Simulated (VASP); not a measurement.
VASP runs on C (graphite) share one base input (PBE GGA, plane waves, VASP's PBE PAW potentials (set 64)) and change the settings named in each case.

### INCAR
```
# general
SYSTEM = C
PREC   = Accurate
ENCUT  = 520
LREAL  = .False.
LASPH  = .True.   # aspherical one-centre terms

# electronic loop
EDIFF  = 1E-6
NELM   = 100   # most electronic steps
ALGO   = Normal

# smearing
ISMEAR = 1
SIGMA  = 0.1

# functional
GGA    = PE   # PBE

# ions
ISIF   = 2   # forces and stress, cell fixed

# output
LWAVE  = .False.
LCHARG = .False.
```

POSCAR:
```
C
2.460
  0.5000000000  -0.8660252033   0.0000000000
  0.5000000000   0.8660252033   0.0000000000
  0.0000000000   0.0000000000   2.7276422764
C
4
direct
  0.0000000000   0.0000000000   0.2500000000
  0.0000000000   0.0000000000   0.7500000000
  0.3333330000   0.6666670000   0.2500000000
  0.6666670000   0.3333330000   0.7500000000
```

File KPOINTS:
```
kpoints
0
gamma
13 13 4
0 0 0
```

POTCAR, in this order: C (PBE.64 set). Program: vasp_std.

```json
[
 {"change": "base run", "E(σ→0) (eV/atom)": "-9.2111", "pressure (GPa)": "3.59"},
 {"change": "GGA = 91", "E(σ→0) (eV/atom)": "-9.2247", "pressure (GPa)": "3.10"},
 {"change": "GGA removed, LMIXTAU = .TRUE., METAGGA = SCAN", "E(σ→0) (eV/atom)": "-10.0938", "pressure (GPa)": "-2.08"},
 {"change": "GGA = AM", "E(σ→0) (eV/atom)": "-9.4902", "pressure (GPa)": "1.02"},
 {"change": "AGGAC = 0.0, GGA = BO, LUSE_VDW = .TRUE., PARAM1 = 0.1833333333, PARAM2 = 0.22", "E(σ→0) (eV/atom)": "-8.0287", "pressure (GPa)": "___"},
 {"change": "IVDW = 11", "E(σ→0) (eV/atom)": "-9.3071", "pressure (GPa)": "___"},
 {"change": "GGA removed, LMIXTAU = .TRUE., METAGGA = TPSS", "E(σ→0) (eV/atom)": "-10.5969", "pressure (GPa)": "2.63"}
]
```

Complete the blanks.

- IVDW = 11, pressure (GPa): 2.68
- AGGAC = 0.0, GGA = BO, LUSE_VDW = .TRUE., PARAM1 = 0.1833333333, PARAM2 = 0.22, pressure (GPa): 2.04

Energies of different potentials or functionals have different zeros.

Left out are runs that ran out of time, are held back, or changed the cell or the kind of run, fixed moments of cells without a moment, rows past the twelfth, gaps on odd meshes, pressures of charged cells and columns that move by less than the noise.

The compound is C in the graphite structure. The cell was not relaxed at this level.
